## What a phonon frequency at Γ is

A phonon frequency is the rate at which the atoms of a crystal swing together in one of its natural patterns of vibration. It follows from the curvature of the energy: the calculation finds how the forces change when atoms leave their rest positions, divides by the masses and solves for the patterns. Here this was done for wurtzite aluminium nitride with a local density functional, in the harmonic approximation. The wave vector is zero (the point Γ), so every unit cell does the same thing at the same moment.

Harmonic phonon frequencies of wurtzite AlN at Γ (q row 1), calculated with VASP 6.6.1 in the LDA at the relaxed cell, with the recommended VASP PAW LDA potentials, a 600 eV plane-wave cutoff, a 7×7×5 k mesh and Gaussian smearing of 0.02 eV. Negative values denote imaginary frequencies.

```csv
row,phonon q row (row),phonon frequency (cm⁻¹)
1,1,-0.1
2,1,0.0
3,1,0.0
4,1,239.4
5,1,239.4
6,1,553.7
7,1,624.1
8,1,671.3
9,1,671.3
10,1,682.1
11,1,682.1
12,1,731.5
```

The levels are very unevenly spaced. One pair lies at 239 cm⁻¹, far below all other vibrations, while the other five levels are crowded into the upper part of the list, with a single mode on top. The pattern becomes clear once the crystal is seen as a stack of planes.

## Counting the modes

Four atoms with three directions each give twelve modes. In three of them the whole crystal shifts without any internal strain, and their frequency must be zero. The first three rows are these modes; the tiny negative value is numerical noise and no sign of instability. Whether the crystal is also stable against patterns that vary from cell to cell is a question for other wave vectors.

Along the hexagonal axis c, wurtzite is a stack of planes in the order Al, N, Al, N. The cell thus holds two Al–N halves, which can move alike or oppositely. For each direction of motion there are four modes: two in which the halves move alike, one of them the free shift, and two in which they move oppositely.

Motion along c gives single levels. Motion sideways gives pairs, because the two sideways directions are equivalent. That makes three single levels and three pairs, as found. The usual symmetry labels are:

- rows 4–5, E2(low): sideways, halves opposite
- row 6, B1(low): along c, halves opposite
- row 7, A1(TO): along c, halves alike
- rows 8–9, E2(high): sideways, halves opposite
- rows 10–11, E1(TO): sideways, halves alike
- row 12, B1(high): along c, halves opposite

The pairing in the table separates sideways from axial motion. The order within each group is the established one for this crystal, since frequencies alone do not reveal which atoms move. TO stands for transverse optical and LO for longitudinal optical.

## A chain of planes

Each Al plane has a N plane on either side, but the two contacts differ. On one side every Al atom has three slanted bonds, and the two planes form a puckered bilayer. On the other side it has a single bond, which points straight along c and bridges the gap to the next bilayer.

Let k₁ be the spring within the bilayer and k₂ the spring across the gap, for one chosen direction of motion, and let K = k₁ + k₂. The displacements are u for an Al plane and v for the N plane of its bilayer; m is the mass and ω the frequency. If the halves move alike,

m(Al) ω² u = K (u − v)
m(N) ω² v = K (v − u)

The solutions are the free shift, ω² = 0, and one optical mode with ω² = K/m(Al) + K/m(N). If the halves move oppositely, the plane across the gap moves the other way, and

m(Al) ω² u = K u − (k₁ − k₂) v
m(N) ω² v = K v − (k₁ − k₂) u

The two values of ω² for such a pair of equations add up to K/m(Al) + K/m(N), whatever the difference between the springs. This is the same sum as before. The opposite motion therefore shares out between two modes what the alike motion gives to a single one. How unequally it is shared depends on the masses and on how different the two springs are.

## Why one pair lies so low

Consider sideways motion first. Within a bilayer the three slanted bonds run largely sideways, so sliding the Al plane against its N plane stretches and compresses them. That spring is stiff. The bond across the gap stands at right angles to the motion; sliding one bilayer over the next only tilts it, and tilting a bond costs much less than stretching it.

With one stiff and one soft spring, the opposite motion splits widely. In the low mode each bilayer moves nearly as a unit and slides against its neighbours, which strains almost only the soft contact. In the high mode Al and N move against each other inside the bilayer. The table has the upper E2 level at 2.8 times the lower one.

The high E2 mode resembles E1(TO), because both strain the stiff bilayer spring. They differ only in what the next bilayer does, and across a soft gap this matters little. This is why the two pairs lie close together, with E2(high) the lower, as the chain requires. The computed distance is 11 cm⁻¹.

## Why motion along c is different

When the bilayers move against each other along c, the bond across the gap is stretched head-on. The three slanted bonds of the bilayer are stretched less than in sideways motion, but each is still stretched a little and tilted as well. Three such bonds together can resist about as much as one bond stretched head-on, so neither contact is as soft as the gap is for sliding. This helps to lift the lower B1 level to 2.3 times the lower E2 level, although in both modes the two halves of the cell move oppositely. Electric fields, treated further below, add to the stiffness along c.

If the two springs were exactly equal, the coupling term k₁ − k₂ would vanish. One mode would then belong to the Al planes alone and the other to the N planes alone, and the frequencies would differ only through the masses. Their ratio would be the square root of the mass ratio, 1.39. The computed B1 ratio is 1.32, which suggests that the two springs are similar for this direction and that the splitting is close to a pure mass effect, with the heavy Al planes leading the lower mode and the light N planes the upper one.

The same reasoning shows what a heavier metal would do if the springs stayed alike: it would pull down the lower B1 mode and leave the upper one nearly in place. For the E2 pair mass is only part of the story, because there the contrast between stretching and tilting widens the gap.

## Where the electric field enters

The sum rule can be tested on the sideways modes. The squares of the two E2 levels add up to the square of 713 cm⁻¹, and E1(TO) lies at 682 cm⁻¹. The chain value is 4.5 % above the computed one, which is good for a model with springs between neighbouring planes only.

Along c the same comparison seems to fail badly. The B1 levels combine to a value 47 % above A1(TO). The reason is that Al and N carry opposite charges, and that moving charged planes along their normal creates electric fields.

When a charged plane moves along its normal, the field it produces at the other planes stays the same. Distant planes therefore add no spring of their own, and the short-range springs of the chain are enough. This holds for the alternating B1 patterns, in which the dipoles of the two halves cancel. It also holds for a long wave that travels along c with the atoms moving along c, which is the longitudinal mode A1(LO).

A1(TO) is a different case. Here all cells acquire the same dipole, and a periodic calculation at exactly zero wave vector keeps the average electric field at zero. Compared with the longitudinal wave, this removes a field that would pull the ions back. The restoring force is weaker and the frequency lower. The proper partner of the B1 pair is thus A1(LO), which appears only when the field of a long wave is added to the calculation.

## The longitudinal mode, worked out

The sum rule turns the two B1 levels into an estimate of this mode. Frequencies in cm⁻¹ can be used directly, since they are proportional to ω:

ω(A1 LO)² ≈ 553.7² + 731.5²
ω(A1 LO) ≈ 917 cm⁻¹

No constant was adjusted to reach this value, which lies some 190 cm⁻¹ above the highest mode of the table. The run does not compute the longitudinal mode itself. An error like that of the sideways test, 4.5 %, would amount to about 40 cm⁻¹, so the estimate tells where to look for the mode and not its exact frequency.

## What the simple chain leaves out

The sideways test misses on the high side for a definite reason. When the halves move alike, the two Al planes keep their distance from each other, and so do the two N planes. When the halves move oppositely, forces between like planes come into play as well. In a harmonic crystal these forces account for the excess of the E2 sum over E1(TO), and its sign shows that on balance they stiffen the opposite motion.

They also correct the position of E2(high). With neighbour springs alone, and with E2(low) kept at its computed value, this level would lie 43 cm⁻¹ below E1(TO), about four times the computed distance. The chain thus gets the order and the closeness of the two pairs right, but not the small distance itself. The B1 ratio bears the same mark: it is slightly below the smallest value that neighbour springs allow.

One more feature lies outside the chain, the 58 cm⁻¹ by which A1(TO) lies below E1(TO). In a cubic crystal the two would coincide; wurtzite has a special axis, so they may differ. In the relaxed cell the bond along c is about 0.01 Å longer than the other three. A longer bond is usually a weaker one, which fits the order, but how much of the difference it explains is a guess that these frequencies cannot settle.

## Reading such a list against a spectrum

For a polar crystal, the highest frequency in a list computed at exactly Γ, without the field of a long wave, should not be taken for the longitudinal mode. In AlN the top entry is B1(high), which is silent in both infrared absorption and ordinary first-order Raman scattering. A measured longitudinal line far above the top row is therefore no failure of the calculation and should not be matched to that row. It belongs to a vibration with its own electric field, and it should be compared with a calculation that includes that field.
